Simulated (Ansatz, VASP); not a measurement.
## NbRh in two plane-wave programs

One calculation is typed for both programs; each brings its own data sets and cutoff. How far apart do they land? The structure shown is the end of the VASP relaxation below.

Program: Ansatz 0.2.0. Level of theory: plane waves, with VASP 6.6.1 beside it; single point at PBEsol with D3(BJ) and band structure at PBEsol with D3(BJ). Results are calculated unless marked as measured.

### 1. Set-up

The cell holds 12 atoms: 6 Nb and 6 Rh. Its edges and angles: a = 2.813 Å, b = 4.808 Å, c = 26.275 Å, α = 90.0°, β = 90.0°, γ = 90.0°. It derives from NbRh. The (1 0 0) slab of NbRh, cut from the database cell (so at first; earlier steps may have moved the atoms). Vacuum lies along c.

Coordinates:

```xyz
12
Lattice="2.8130 0.0000 0.0000 0.0000 4.8080 0.0000 0.0000 0.0000 26.2750" Properties=species:S:1:pos:R:3
Nb    0.0000    0.8751    7.5000
Nb    0.0000    3.9329    9.7550
Nb    0.0000    0.8751   12.0100
Nb    0.0000    3.8346   14.2135
Nb    0.0000    0.9329   16.4323
Nb    0.0000    3.6807   18.7508
Rh    1.4065    3.2310    7.5000
Rh    1.4065    1.5770    9.7550
Rh    1.4065    3.2310   12.0100
Rh    1.4065    1.4828   14.2630
Rh    1.4065    3.3085   16.5568
Rh    1.4065    1.3105   18.6177
```

### 2. VASP: relaxation, PBEsol with D3(BJ)

This run makes the geometry at which the two programs are then compared.

Lines of VASP's logs that name or quote its potential files are left out, and so is its time.

INCAR

```
SYSTEM = NbRh
PREC = Normal
ENCUT = 300
EDIFF = 1E-05
NELM = 120
ISMEAR = 1
SIGMA = 0.05
LREAL = .FALSE.
ALGO = Fast
GGA = PS
IVDW = 12
NBANDS = 104
LORBIT = 11
LWAVE = .FALSE.
LCHARG = .FALSE.
KPAR = 2
IBRION = 2
NSW = 40
ISIF = 2
EDIFFG = -0.03
POTIM = 0.4
MAXMIX = 40
IDIPOL = 3
LDIPOL = .TRUE.
DIPOL = 0.5 0.5 0.5
```

POSCAR

```
NbRh
1.0
    2.8130000000      0.0000000000      0.0000000000
    0.0000000000      4.8080000000      0.0000000000
    0.0000000000      0.0000000000     26.2750000000
Nb Rh
6 6
Selective dynamics
Direct
    0.0000000000      0.1820000000      0.2854424400  F F F
    0.0000000000      0.8180000000      0.3712654600  F F F
    0.0000000000      0.1820000000      0.4570884900  F F F
    0.0000000000      0.8180000000      0.5429115100  T T T
    0.0000000000      0.1820000000      0.6287345400  T T T
    0.0000000000      0.8180000000      0.7145575600  T T T
    0.5000000000      0.6720000000      0.2854424400  F F F
    0.5000000000      0.3280000000      0.3712654600  F F F
    0.5000000000      0.6720000000      0.4570884900  F F F
    0.5000000000      0.3280000000      0.5429115100  T T T
    0.5000000000      0.6720000000      0.6287345400  T T T
    0.5000000000      0.3280000000      0.7145575600  T T T
```

KPOINTS

```
Automatic mesh
0
Gamma
7 4 1
0 0 0
```

The projector-augmented-wave data sets are Nb_sv and Rh_pv (PBE family, release 64).

Command:

```sh
mpirun -np 2 vasp_std
```

Numbers of over 12 decimals in the logs are rounded to 6 here.

The log of the run:

```text
[banner, memory and clock lines left out]
running    2 mpi-ranks, on    1 nodes
 distrk:  each k-point on    1 cores,    2 groups
 distr:  one band on    1 cores,    1 groups

 POSCAR found type information on POSCAR NbRh
 POSCAR found :  2 types and      12 ions
|                                                                             |
|               ----> ADVICE to this user running VASP <----                  |
|                                                                             |
|     You enforced a specific xc type in the INCAR file but a different       |
|     [... a line on the potential file left out ...]
|     I HOPE YOU KNOW WHAT YOU ARE DOING!                                     |
|                                                                             |

 LDA part: xc-table for (Slater+PW92), standard interpolation
 POSCAR, INCAR and KPOINTS ok, starting setup
 FFT: planning ... GRIDC
 FFT: planning ... GRID_SOFT
 FFT: planning ... GRID
 WAVECAR not read
 entering main loop
       N       E                     dE             d eps       ncg     rms          rms(c)
DAV:   1     0.151065786121E+04    0.15107E+04   -0.82331E+04  3056   0.112E+03
DAV:   2    -0.162352240030E+02   -0.15269E+04   -0.14814E+04  2832   0.462E+02
DAV:   3    -0.113575418615E+03   -0.97340E+02   -0.93917E+02  3824   0.973E+01
DAV:   4    -0.123388827856E+03   -0.98134E+01   -0.96751E+01  4512   0.238E+01
DAV:   5    -0.124073290902E+03   -0.68446E+00   -0.68195E+00  3600   0.591E+00    0.282E+01
RMM:   6    -0.148324594597E+03   -0.24251E+02   -0.50297E+01  3015   0.187E+01    0.290E+01
RMM:   7    -0.129227492778E+03    0.19097E+02   -0.18502E+01  2743   0.122E+01    0.235E+01
RMM:   8    -0.120682988797E+03    0.85445E+01   -0.70779E+00  2854   0.907E+00    0.121E+01
RMM:   9    -0.158557234636E+03   -0.37874E+02   -0.12338E+01  3396   0.628E+00    0.373E+01
RMM:  10    -0.115734785161E+03    0.42822E+02   -0.33307E+00  2816   0.496E+00    0.665E+00
RMM:  11    -0.115772305988E+03   -0.37521E-01   -0.20207E+00  3230   0.388E+00    0.603E+00
RMM:  12    -0.114999795603E+03    0.77251E+00   -0.31954E-01  3132   0.187E+00    0.353E+00
RMM:  13    -0.114951976048E+03    0.47820E-01   -0.20339E-01  3679   0.109E+00    0.296E+00
RMM:  14    -0.114916010692E+03    0.35965E-01   -0.22075E-01  3428   0.128E+00    0.198E+00
[...]
RMM:  20    -0.114862196338E+03   -0.95346E-04   -0.30914E-03  3874   0.132E-01    0.107E-01
RMM:  21    -0.114862335069E+03   -0.13873E-03   -0.16896E-03  3761   0.907E-02    0.621E-02
RMM:  22    -0.114862442591E+03   -0.10752E-03   -0.94588E-04  3518   0.705E-02    0.405E-02
RMM:  23    -0.114862549921E+03   -0.10733E-03   -0.55480E-04  3300   0.506E-02    0.237E-02
RMM:  24    -0.114862671420E+03   -0.12150E-03   -0.33560E-04  3059   0.395E-02    0.227E-02
RMM:  25    -0.114862789288E+03   -0.11787E-03   -0.21545E-04  3083   0.324E-02    0.201E-02
RMM:  26    -0.114862868963E+03   -0.79675E-04   -0.12983E-04  2662   0.251E-02    0.117E-02
RMM:  27    -0.114862937852E+03   -0.68889E-04   -0.85601E-05  2497   0.212E-02    0.785E-03
WARNING in EDDRMM: call to ZHEGV failed, returncode =   6  3     63
RMM:  28    -0.114863012597E+03   -0.74746E-04   -0.57718E-05  2255   0.184E-02    0.451E-03
RMM:  29    -0.114863080709E+03   -0.68111E-04   -0.33275E-05  1980   0.156E-02    0.281E-03
RMM:  30    -0.114863123792E+03   -0.43084E-04   -0.23568E-05  1873   0.133E-02    0.208E-03
RMM:  31    -0.114863154219E+03   -0.30427E-04   -0.17295E-05  1753   0.117E-02    0.194E-03
RMM:  32    -0.114863168485E+03   -0.14266E-04   -0.11818E-05  1635   0.101E-02    0.118E-03
RMM:  33    -0.114863173560E+03   -0.50752E-05   -0.90054E-06  1387   0.916E-03
   1 F= -.12161004E+03 E0= -.12160951E+03  d E =-.121610E+03
[...]
WARNING in EDDRMM: call to ZHEGV failed, returncode =   6  3     75
[...]
WARNING in EDDRMM: call to ZHEGV failed, returncode =   6  3     45
[... from here on, the cycles between the ionic steps are left out ...]
  28 F= -.12182499E+03 E0= -.12182424E+03  d E =-.230221E-02
  29 F= -.12182574E+03 E0= -.12182499E+03  d E =-.748459E-03
  30 F= -.12182614E+03 E0= -.12182539E+03  d E =-.115612E-02
  31 F= -.12182677E+03 E0= -.12182601E+03  d E =-.623255E-03
[...]
WARNING in EDDRMM: call to ZHEGV failed, returncode =   6  3     50
  32 F= -.12182693E+03 E0= -.12182618E+03  d E =-.790270E-03
[...]
WARNING in EDDRMM: call to ZHEGV failed, returncode =   6  3     67
  33 F= -.12182697E+03 E0= -.12182622E+03  d E =-.831379E-03
  34 F= -.12182701E+03 E0= -.12182625E+03  d E =-.862248E-03
  35 F= -.12182701E+03 E0= -.12182625E+03  d E =-.863132E-03
  36 F= -.12182701E+03 E0= -.12182625E+03  d E =-.867897E-03
  37 F= -.12182701E+03 E0= -.12182625E+03  d E =-.866360E-03
 curvature:  -3.35 expect dE=-0.606E-03 dE for cont linesearch -0.211E-04
 ZBRENT: accuracy reached
 trial: gam= 0.00000 g(F)=  0.181E-03 g(S)=  0.000E+00 ort =-0.903E-04 (trialstep = 0.245E+01)
 search vector abs. value=  0.181E-03
 bond charge predicted
       N       E                     dE             d eps       ncg     rms          rms(c)
DAV:   1    -0.115044058501E+03    0.27203E-02   -0.25314E-01  2752   0.301E+00    0.957E-02
RMM:   2    -0.115046082318E+03   -0.20238E-02   -0.21460E-02  2416   0.657E-01    0.720E-02
RMM:   3    -0.115046239297E+03   -0.15698E-03   -0.27287E-03  2880   0.225E-01    0.466E-02
RMM:   4    -0.115046291747E+03   -0.52450E-04   -0.56430E-04  3288   0.860E-02    0.534E-02
RMM:   5    -0.115046321754E+03   -0.30007E-04   -0.12358E-04  3035   0.364E-02    0.542E-02
RMM:   6    -0.115046326044E+03   -0.42901E-05   -0.49321E-05  2566   0.208E-02
  38 F= -.12182730E+03 E0= -.12182656E+03  d E =-.291460E-03
 trial-energy change:   -0.000291  1 .order   -0.000266   -0.000443   -0.000089
 step:   3.0651(harm=  3.0651)  dis= 0.00184  next Energy=  -121.827287 (dE=-0.277E-03)
 reached required accuracy - stopping structural energy minimisation
```

Parts of OUTCAR (step 2):

```text
ion  position               nearest neighbor table
   1  0.000  0.182  0.285-   7 2.74   7 2.74   8 2.75   8 2.75   7 2.83   7 2.83   2 2.85
   2  0.000  0.818  0.371-   8 2.74   8 2.74   7 2.75   7 2.75   9 2.75   9 2.75   8 2.83   8 2.83
                             1 2.85   3 2.85
   3  0.000  0.182  0.457-   9 2.74   9 2.74  10 2.75  10 2.75   8 2.75   8 2.75   9 2.83   9 2.83
                             4 2.85   2 2.85
   4  0.000  0.818  0.543-  10 2.74  10 2.74   9 2.75   9 2.75  11 2.75  11 2.75  10 2.83  10 2.83
                             3 2.85   5 2.85
   5  0.000  0.182  0.629-  11 2.74  11 2.74  12 2.75  12 2.75  10 2.75  10 2.75  11 2.83  11 2.83
                             6 2.85   4 2.85
   6  0.000  0.818  0.715-  12 2.74  12 2.74  11 2.75  11 2.75  12 2.83  12 2.83   5 2.85
   7  0.500  0.672  0.285-   1 2.74   1 2.74   2 2.75   2 2.75   8 2.80   1 2.83   1 2.83
   8  0.500  0.328  0.371-   2 2.74   2 2.74   1 2.75   1 2.75   3 2.75   3 2.75   7 2.80   9 2.80
                             2 2.83   2 2.83
   9  0.500  0.672  0.457-   3 2.74   3 2.74   4 2.75   4 2.75   2 2.75   2 2.75  10 2.80   8 2.80
                             3 2.83   3 2.83
  10  0.500  0.328  0.543-   4 2.74   4 2.74   3 2.75   3 2.75   5 2.75   5 2.75   9 2.80  11 2.80
                             4 2.83   4 2.83
  11  0.500  0.672  0.629-   5 2.74   5 2.74   6 2.75   6 2.75   4 2.75   4 2.75  12 2.80  10 2.80
                             5 2.83   5 2.83
  12  0.500  0.328  0.715-   6 2.74   6 2.74   5 2.75   5 2.75  11 2.80   6 2.83   6 2.83

  LATTYP: Found a simple orthorhombic cell.
 ALAT       =     2.8130000000
 B/A-ratio  =     1.7092072520
 C/A-ratio  =     9.3405616779

 Subroutine GETGRP returns: Found  4 space group operations
 (whereof  4 operations were pure point group operations)

The static configuration has the point symmetry C_2h.

 Found     12 irreducible k-points:

   k-points           NKPTS =     12   k-points in BZ     NKDIM =     12   number of bands    NBANDS=    104

   dimension x,y,z NGX =    12 NGY =   20 NGZ =  112
   dimension x,y,z NGXF=    24 NGYF=   40 NGZF=  224

   ENCUT  =  300.0 eV  22.05 Ry    4.70 a.u.   3.97  6.79 37.11*2*pi/ulx,y,z

   NELECT =     168.0000    total number of electrons

 k-points in reciprocal lattice and weights: Automatic mesh
   0.00000000  0.00000000  0.00000000       0.036
   0.14285714  0.00000000  0.00000000       0.071
   0.28571429  0.00000000  0.00000000       0.071
   0.42857143  0.00000000  0.00000000       0.071
   0.00000000  0.25000000  0.00000000       0.071
   0.14285714  0.25000000  0.00000000       0.143
   0.28571429  0.25000000  0.00000000       0.143
   0.42857143  0.25000000  0.00000000       0.143
   0.00000000  0.50000000  0.00000000       0.036
   0.14285714  0.50000000  0.00000000       0.071
   0.28571429  0.50000000  0.00000000       0.071
   0.42857143  0.50000000  0.00000000       0.071

 Edisp (eV)   -6.78023

 dipolmoment           0.000000      0.000000     -0.012134 electrons x Angstroem

 average (electrostatic) potential at core
       1 -84.3638       2 -84.0620       3 -84.0070       4 -84.0506       5 -84.3004
       6 -84.5256       7 -77.6786       8 -78.0229       9 -78.0064      10 -78.1004
      11 -78.2222      12 -77.8394

 E-fermi :   4.1822

 k-point     1 :       0.0000    0.0000    0.0000
  band No.  band energies     occupation
    ...
     80       3.3120      2.00000
     81       3.4289      2.00000
     82       3.5090      2.00000
     83       3.6130      2.00000
     84       3.9097      2.00000
     85       4.2497     -0.06686
     86       4.4011     -0.00000
     87       4.5358     -0.00000
     88       4.7797     -0.00000
     89       4.8535     -0.00000
    ...

 k-point     2 :       0.1429    0.0000    0.0000
  band No.  band energies     occupation
    ...
     81       3.7931      2.00000
     82       3.9533      2.00000
     83       3.9761      2.00000
     84       4.0609      2.00321
     85       4.1944      0.60086
     86       4.2733     -0.02722
     87       4.5347     -0.00000
     88       4.6711     -0.00000
     89       4.7008     -0.00000
     90       4.8377     -0.00000
    ...

 k-point     3 :       0.2857    0.0000    0.0000
  band No.  band energies     occupation
    ...
     79       2.9609      2.00000
     80       3.2567      2.00000
     81       3.4813      2.00000
     82       3.5991      2.00000
     83       3.8647      2.00000
     84       4.3032     -0.00328
     85       4.3263     -0.00036
     86       4.3816     -0.00000
     87       4.5626     -0.00000
     88       4.8441     -0.00000
    ...

 Edisp (eV)   -6.78098

  Total     -11.22366   -11.12172    -5.08163     0.00000    -0.36343     0.00000
  in kB     -50.60206   -50.14246   -22.91063     0.00000    -1.63853     0.00000
  external pressure =      -41.22 kB  Pullay stress =        0.00 kB

  energy-cutoff  :      300.00
  volume of cell :      355.37
      direct lattice vectors                 reciprocal lattice vectors
     2.813000000  0.000000000  0.000000000     0.355492357  0.000000000  0.000000000
     0.000000000  4.808000000  0.000000000     0.000000000  0.207986689  0.000000000
     0.000000000  0.000000000 26.275000000     0.000000000  0.000000000  0.038058991

 POSITION                                       TOTAL-FORCE (eV/Angst)
 -----------------------------------------------------------------------------------
      0.00000      0.87506      7.50000         0.000000      0.155952      0.773163
      0.00000      3.93294      9.75500         0.000000     -0.285026     -0.160069
      0.00000      0.87506     12.01000         0.000000      0.184645     -0.109113
      0.00000      3.83463     14.21346         0.000000     -0.004026      0.002378
      0.00000      0.93292     16.43234         0.000000     -0.016923     -0.023777
      0.00000      3.68068     18.75078         0.000000     -0.005447      0.006079
      1.40650      3.23098      7.50000         0.000000      0.379103      0.333193
      1.40650      1.57702      9.75500         0.000000     -0.801246     -0.528078
      1.40650      3.23098     12.01000         0.000000      0.434653     -0.262061
      1.40650      1.48283     14.26304         0.000000     -0.017722     -0.008346
      1.40650      3.30849     16.55685         0.000000     -0.003535     -0.010891
      1.40650      1.31052     18.61771         0.000000     -0.020427     -0.012478
 -----------------------------------------------------------------------------------
    total drift:                                0.000000      0.021139     -0.013811

  FREE ENERGIE OF THE ION-ELECTRON SYSTEM (eV)
  ---------------------------------------------------
  free  energy   TOTEN  =      -121.8273014014 eV

  energy  without entropy=     -121.8250735590  energy(sigma->0) =     -121.82655879

 reached required accuracy - stopping structural energy minimisation

 vacuum level on the upper side and lower side of the slab         8.554         8.689

 total charge
# of ion       s       p       d       tot
------------------------------------------
    1        2.218   5.972   2.444  10.634
    2        2.216   6.016   2.451  10.684
    3        2.216   6.016   2.469  10.701
    4        2.216   6.016   2.467  10.699
    5        2.224   6.031   2.442  10.697
    6        2.220   5.979   2.430  10.629
    7        0.435   6.210   7.157  13.802
    8        0.456   6.317   7.136  13.909
    9        0.464   6.325   7.154  13.942
   10        0.472   6.326   7.168  13.966
   11        0.465   6.325   7.142  13.932
   12        0.456   6.228   7.164  13.848
--------------------------------------------------
tot         16.059  73.760  57.624 147.444

[... 3 further parts left out ...]
```

The run keeps the 2 symmetry operations of its start, so it cannot find a distortion of lower symmetry.

[end of part 1 of 3]

[Lines on the potential files, build, host, timing and source positions are cut from VASP's logs without a mark.]

[Logs are printed without paths, hosts, clocks, repeated set-up lines and the standing remarks that a program may print on its own settings, such as how far it seeks lower states.]

[Hosts, paths, dates, database ids (printed as entryN), source tags and the programs' standing remarks are cut or masked in the printed files.]
